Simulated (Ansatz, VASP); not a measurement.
# TiB2 in two plane-wave programs, part 2 of 2

Aim: how closely do two programs agree when they are given the same cell, functional and k mesh? The cell is taken from a series of runs on this material, whose earlier steps may have relaxed, scaled, displaced or heated it; both programs get it as it stands.

VASP 6.6.1 and Ansatz 0.2.0.

So far: Starting point; VASP: zone-centre phonons, LDA.

### 3. Ansatz: zone-centre phonons, LDA

Level of this step: Ansatz beside VASP: Kohn-Sham DFT, plane waves, LDA (Ansatz).

Ansatz runs on its PAW soft_1 files.

The same cell, functional (in two slightly different forms), mesh and smearing now go to Ansatz, which takes its cutoff from its data sets.

File input.yaml:

```yaml
crystal:
  lattice:
    - [3.0446987424, 0.0, 0.0]
    - [-1.5223493712, 2.6367864578, 0.0]
    - [0.0, 0.0, 3.2381211333]
  atoms:
    - { symbol: B, position: [0.3333333333, 0.6666666667, 0.5] }
    - { symbol: B, position: [0.6666666667, 0.3333333333, 0.5] }
    - { symbol: Ti, position: [0.0, 0.0, 0.0] }
kpoints:
  mp_grid: { grid: [18, 18, 16] }
hamiltonian:
  xc: lda
  pseudopotentials: { kind: paw, azcp: { folder: soft_1 }, xc_functional: pbe }
scf:
  occupations: { method: methfessel_paxton, width: 0.2 }
output:
  eigenvalues: true
phonons:
  method: dfpt
```

Started as:

```console
$ ansatz run input.yaml --threads 4 --pin off --max-ram 10240MiB --backend cpu --events-out ev --progress --plain --runs-dir out
```

Numbers of over 12 decimals in the logs are rounded to 6 here.

Output:

```text
zone centre: on kpoints.mp_grid the ground state, and the responses unless they are solved on pairs of k-points, stand on 819 of the mesh's 5184 k-points, reduced under 4 symmetry operations, with k and −k counted as one. Each operation leaves every solved displacement unchanged or reverses it
Engine: ansatz 0.2.0, x86_64-unknown-linux-gnu
Pseudopotentials: kind: paw
Pseudopotential: B, paw, valence charge 3, recommended cutoff 420 eV (normal), soft_1/B.paw.azcp
Pseudopotential: Ti, paw, valence charge 12, recommended cutoff 420 eV (normal), soft_1/Ti.paw.azcp
Functional definition: SPW92
  exchange = slater_x
  correlation = pw_c
Crystal: 3 atoms, lattice volume = 25.996 Å³
Basis set: ecut = 420 eV, 503 PW (Γ), exchange–correlation on 48×48×48 points (8 copies of the dense FFT grid, shifted against one another)
Bands: 13, of which v1, the nominal top of the filled ones, is band 9 counted from 1 (8 counted from 0)
Symmetry: 24 space group operations
k-points: 819 of 5184 (irreducible under 4 space group operations, time reversal used)
Non-local potential: B, projectors of the file, l = 0: 2, l = 1: 2, l = 2: 1
Non-local potential: Ti, projectors of the file, l = 0: 3, l = 1: 2, l = 2: 3, l = 3: 1
PAW form: soft (Blöchl's): semilocal exchange-correlation on the pseudo side does not see the compensation charge
PAW frozen core: B, regenerated for the run's functional, and the local potential with it (the file was generated under x = pbe(κ = 0.804, μ = 0.219515), c = pbe(β = 0.066725))
PAW frozen core: Ti, regenerated for the run's functional, and the local potential with it (the file was generated under x = pbe(κ = 0.804, μ = 0.219515), c = pbe(β = 0.066725))
PAW one-centre angular grid: B, 110 points (default); XC on 64 Gauss nodes
PAW one-centre angular grid: Ti, 590 points (default); XC on 64 Gauss nodes
Initial density: superposition of atomic densities (chi_scale 0.1, normalization cell, long waves kept (reshape's long-wave potential 0.00 eV rms))
Initial wavefunctions: pseudopotential atomic-orbital guess
Functional: x = slater, c = lda
SCF iter   1: F=—  HF=-2754.379869 eV  |F-HF|=—  |Δ(HF+E_count)|=         —  Δρ=1.05e-1  dr2=4.58e0  ethr=3.10e-3  ⟨swp⟩=4.2  Hψ=49868  notcnv=0
preconditioner: auto → none  [metal: Δε(μ)=0.009 eV  Ē_g=9.241 eV  σ=0.200 eV  W_gap=0.04  n_scr=8 (ndim 8)  ℏωp=23.0 eV  f_vac=0.000  D(μ)=0.44/eV (n_scr^D=0)  sad-step TF]
SCF iter   2: F=—  HF=-2753.771763 eV  |F-HF|=—  |Δ(HF+E_count)|=   6.08e-1  S|Δr|=    0.00e0  Δρ=6.95e-2  dr2=2.16e0  ethr=3.10e-3  ⟨swp⟩=2.0  Hψ=20337  notcnv=0
SCF iter   3: F=—  HF=-2753.247996 eV  |F-HF|=—  |Δ(HF+E_count)|=   5.24e-1  S|Δr|=    0.00e0  Δρ=8.57e-3  dr2=2.41e-2  ethr=3.10e-3  ⟨swp⟩=2.9  Hψ=20081  notcnv=0
SCF iter   4: F=—  HF=-2753.244909 eV  |F-HF|=—  |Δ(HF+E_count)|=   3.09e-3  S|Δr|=    0.00e0  Δρ=9.86e-4  dr2=2.68e-4  ethr=1.34e-4  ⟨swp⟩=1.6  Hψ=18256  notcnv=0
SCF iter   5: F=—  HF=-2753.244931 eV  |F-HF|=—  |Δ(HF+E_count)|=   2.17e-5  S|Δr|=    0.00e0  Δρ=3.17e-4  dr2=4.38e-5  ethr=1.49e-6  ⟨swp⟩=2.0  Hψ=14779  notcnv=0
SCF iter   6: F=—  HF=-2753.244923 eV  |F-HF|=—  |Δ(HF+E_count)|=   7.49e-6  S|Δr|=    0.00e0  Δρ=7.32e-5  dr2=1.64e-6  ethr=2.43e-7  ⟨swp⟩=2.3  Hψ=14624  notcnv=0
SCF iter   7: F=—  HF=-2753.244923 eV  |F-HF|=—  |Δ(HF+E_count)|=   1.04e-7  S|Δr|=    0.00e0  Δρ=5.53e-6  dr2=5.78e-9  ethr=9.12e-9  ⟨swp⟩=2.8  Hψ=16489  notcnv=0
SCF iter   8: F=—  HF=-2753.244923 eV  |F-HF|=—  |Δ(HF+E_count)|=   3.56e-9  S|Δr|=    0.00e0  Δρ=1.22e-6  dr2=4.39e-10  ethr=3.21e-11  ⟨swp⟩=2.0  Hψ=16998  notcnv=0
SCF iter   9: F=—  HF=-2753.244923 eV  |F-HF|=—  |Δ(HF+E_count)|=  1.26e-10  S|Δr|=    0.00e0  Δρ=2.31e-7  dr2=1.93e-11  ethr=2.44e-12  ⟨swp⟩=3.0  Hψ=18044  notcnv=0
SCF iter  10: F=-2753.244923 eV  HF=-2753.244923 eV  |F-HF|=0.00e0  |Δ(HF+E_count)|=  3.64e-12  S|Δr|=    0.00e0  Δρ=8.20e-9  dr2=2.81e-14  ethr=1.00e-12  ⟨swp⟩=4.8  Hψ=37509  notcnv=0
the search or the solves at the SCF's close seem to have found levels that the self-consistency loop had missed (the run counts 2). By its estimate they hold under 1e-12 electrons; where the run keeps them, the occupations were computed again with them
SCF 1 converged in 10 iterations: F = -2753.244923 eV  dr2 = 2.81e-14
  greatest PAW one-centre occupation: 0.998 electrons in one spin orbital (limit 2), on the Ti atom at site 2 (counted from 0), in its partial waves of l = 0
DFPT response loops at Γ: preconditioner auto → Kerker (q_TF=auto, 2.566 Å⁻¹) (partly filled bands, converged f_vac=0.000); β = 1.00, the filter's whole step (`scf.mixing.beta` (0.50) is not read by the response loops under this deck's `scf.mixing.preconditioner`; to damp them name `kerker` or `kerker_dos`, under which they read `scf.mixing.beta`, and type it under 1.00, their step now; both keys bind the ground state too); Broyden in place of MSR1
SCF converged after 10 iterations
Stability not checked: this state was not tested for a lower state beside it, because cold or Methfessel-Paxton smearing, or corrected tetrahedra, fill the levels in a way that the test cannot read (fill_not_monotonic; see scf.lower_state_search)
Free energy (F): -2753.244923 eV
Harris-Foulkes:  -2753.244923 eV  (|F-HF|=0.00e0)
Internal energy: -2753.245639 eV  (E = F + TS)
E sigma→0 (E₀):  -2753.245102 eV
Entropy (-TS):   0.000715 eV (0.238 meV/atom)
Fermi energy:    14.621819 eV
--- Per-component energies (eV) ---
  E_band       = -100.426568
  E_kinetic    = 382.356129
  E_local      = -854.174319  (includes V_loc(G=0)·N_el)
  E_nonlocal   = 80.921951
  E_hartree    = 347.865023
  E_xc         = -182.813255
  E_vxc        = -225.229241  (∫ρ·V_xc dr)
  E_paw        = -1137.769462  (= ΣΔE_a)
  E_vpaw       = -180.031055  (= ΣTr[D̂ρ^β])
  E_aug_tail   = -0.000075  (compensation charges beyond the density's cutoff)
  E_ewald      = -1390.049250
  E_core_change = 0.417619  (= ΣΔE_core)
  E_smearing   = 0.000715  (= −TS)
  E_closure    = 0.000000  (closes the sum)
  Σ components = -2753.244923   (vs F -2753.244923, Δ=0.00e0)
--- Band table (eV; the first three rows and the last of 819) ---
  k-point 0: bands = [... 5 lower, 12.0079, 12.0079, 12.3509, 12.5075, 16.4296, 16.4296, 18.1744, 18.1744]
  k-point 1: bands = [... 5 lower, 11.6468, 12.0487, 12.0487, 13.1551, 16.2948, 16.2948, 18.0851, 18.0851]
  k-point 2: bands = [... 5 lower, 10.8303, 12.1708, 12.1708, 13.8145, 15.9644, 15.9644, 17.8281, 17.8281]
  k-point 818: bands = [... 5 lower, 7.6167, 9.4086, 10.6044, 11.8993, 16.9391, 17.6825, 18.2944, 19.0250]
--- Phonons (Γ-DFPT): 4 representative perturbations + reference, on 819 of 5184 k-points (Σ response iterations 12) ---
  k mesh reduced under 4 symmetry operations, with k and −k counted as one. Each operation leaves every solved displacement unchanged or reverses it
  ASR residual: 2.620e-6 → 0.000e0 eV/Å²; symmetrization residual: 8.466e-7 eV/Å²
  ASR residual per site (eV/Å²): 2.62e-6 2.62e-6 8.64e-7
  Γ frequencies (cm⁻¹): 0.00 0.00 0.00 482.81 492.93 492.93 543.17 851.31 851.31
  non-analytic LO–TO correction: not included (Born effective charges unavailable; polar crystals: no LO–TO splitting at Γ)
```

The column dr2 measures how far the density is from self-consistency, as an energy; F and HF (Harris–Foulkes) agree once it is small.

### 4. Comparison

Known differences besides the potentials themselves: the cutoff is 420 eV in Ansatz and 500 eV in VASP; VASP's log shows a relativistic correction to its local exchange, Ansatz's none. Total energies have different zeros and are not compared.

Both answers:

```tsv
quantity	Ansatz	VASP	difference
optical mode 1 (cm⁻¹)	482.8	483.8	-0.21 %
optical mode 2 to 3 (cm⁻¹)	492.9	493.1	-0.04 %
optical mode 4 (cm⁻¹)	543.2	544.5	-0.24 %
optical mode 5 to 6 (cm⁻¹)	851.3	851.8	-0.05 %
```

Modes are paired by rising frequency, not by their patterns, so a pair may set unlike modes beside each other; they are those without the splitting of longitudinal modes.

### 5. Results

| Quantity | Value |
| --- | --- |
| r.m.s. difference of the optical zone-centre modes, each program's sorted by frequency (zone-centre phonons, LDA) | 0.73 cm⁻¹ |

The r.m.s. difference of the optical zone-centre modes, each program's sorted by frequency is 0.73 cm⁻¹ (zone-centre phonons, LDA). Such differences can come from data sets, numerical settings and the points named under the comparisons, not from the functional's error against experiment.

[Lines on the potential files, build, host, timing and source positions are cut from VASP's logs without a mark.]

[Logs are printed without paths, hosts, clocks, repeated set-up lines and the standing remarks that a program may print on its own settings, such as how far it seeks lower states.]

[Hosts, paths, dates, database ids (printed as entryN), source tags and the programs' standing remarks are cut or masked in the printed files.]
